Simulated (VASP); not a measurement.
```yaml
crystal:
  lattice:
    - [3.84000, 0.00000, 0.00000]
    - [0.00000, 3.84000, 0.00000]
    - [0.00000, 0.00000, 3.84000]
  atoms:
    - { symbol: Sr, position: [0.00000, 0.00000, 0.00000] }
    - { symbol: V, position: [0.50000, 0.50000, 0.50000] }
    - { symbol: O, position: [0.50000, 0.00000, 0.50000] }
    - { symbol: O, position: [0.00000, 0.50000, 0.50000] }
    - { symbol: O, position: [0.50000, 0.50000, 0.00000] }
```

These are PBE GGA with D4 dispersion, VASP's PBE PAW potentials (set 64) (plane waves; VASP) values and carry that method's errors. Run with 520 eV cut-off, Gaussian smearing of 0.050 eV, potentials Sr_sv V_sv O.

Question: Give the energies of bands 12 to 23 at the high-symmetry points, in eV from the Fermi level.

Answer: 
```json
[
 {"band": "12", "Γ": "-5.24", "X": "-6.76", "M": "-7.04", "R": "-7.25"},
 {"band": "13", "Γ": "-5.24", "X": "-5.27", "M": "-6.95", "R": "-6.55"},
 {"band": "14", "Γ": "-5.24", "X": "-5.27", "M": "-6.56", "R": "-6.55"},
 {"band": "15", "Γ": "-3.30", "X": "-4.63", "M": "-5.15", "R": "-5.96"},
 {"band": "16", "Γ": "-3.30", "X": "-4.61", "M": "-5.15", "R": "-5.96"},
 {"band": "17", "Γ": "-3.30", "X": "-4.61", "M": "-4.16", "R": "-5.96"},
 {"band": "18", "Γ": "-2.46", "X": "-4.17", "M": "-3.68", "R": "-2.08"},
 {"band": "19", "Γ": "-2.46", "X": "-2.91", "M": "-3.68", "R": "-2.08"},
 {"band": "20", "Γ": "-2.46", "X": "-2.91", "M": "-2.17", "R": "-2.08"},
 {"band": "21", "Γ": "-0.99", "X": "-0.87", "M": "0.91", "R": "1.50"},
 {"band": "22", "Γ": "-0.99", "X": "0.93", "M": "0.91", "R": "1.50"},
 {"band": "23", "Γ": "-0.99", "X": "0.93", "M": "1.27", "R": "1.50"}
]
```

It has no gap at this level: it comes out as a metal or semimetal.

The compound is SrVO3 in the cubic perovskite structure. The cell was not relaxed at this level. The run is not spin-polarised, so no magnetic state was tried. The electron count is odd and the run is not spin-polarised, which forces a metal.
